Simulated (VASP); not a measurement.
Given:

```
PbI2
1.0
    2.28000    -3.94908     0.00000
    2.28000     3.94908     0.00000
    0.00000     0.00000     6.98000
Pb I
1 2
Direct
  0.00000   0.00000   0.00000
  0.33333   0.66667   0.26800
  0.66667   0.33333   0.73200
```

The numbers are results of PBE GGA, VASP's PBE PAW potentials (set 64) (plane waves; VASP), not measurements. Numerical set-up: 400 eV cut-off, 6×6×4 Γ-centred mesh, Gaussian smearing of 0.20 eV, potentials Pb_d I.

Unless said otherwise, spin-orbit coupling is left out, though it shifts the bands of the heavy elements here.

Q: Predict the energy per atom (σ→0), pressure, band gap (on the k-mesh) with the smallest direct gap where there is one.

A: 
- band gap (on the k-mesh) = 2.20 eV
- smallest direct gap (on the k-mesh) = 2.20 eV
- energy per atom (σ→0) = -2853 meV/atom
- pressure = 1.46 GPa

The compound is PbI2 in the 1T layered structure. The cell was not relaxed at this level. The run is one of a series of settings (SIGMA = 0.2 against the base run), some of them coarse on purpose.
